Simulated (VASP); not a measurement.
Consider the following.

```xyz
3
Lattice="0.0000 2.7498 2.7498 2.7498 0.0000 2.7498 2.7498 2.7498 0.0000" Properties=species:S:1:pos:R:3 pbc="T T T"
Ca     5.4996     2.7498     2.7498
F      1.3749     1.3749     1.3749
F      4.1247     4.1247     4.1247
```

Level of theory: SCAN meta-GGA, VASP's PBE PAW potentials (set 64) (plane waves; VASP 6.6.1). Numerical set-up: 520 eV cut-off, 7×7×7 Γ-centred mesh, Gaussian smearing of 0.050 eV, potentials Ca_sv F.

Q: Give the stress tensor in GPa (positive for a compressed cell).

A: 
```
-2.84   0.00   0.00
 0.00  -2.84   0.00
 0.00   0.00  -2.84
```
The pressure is its mean diagonal, -2.84 GPa.

The compound is CaF2 in the fluorite structure. This cell is one point of a volume scan, at 1.03 of the reference volume.
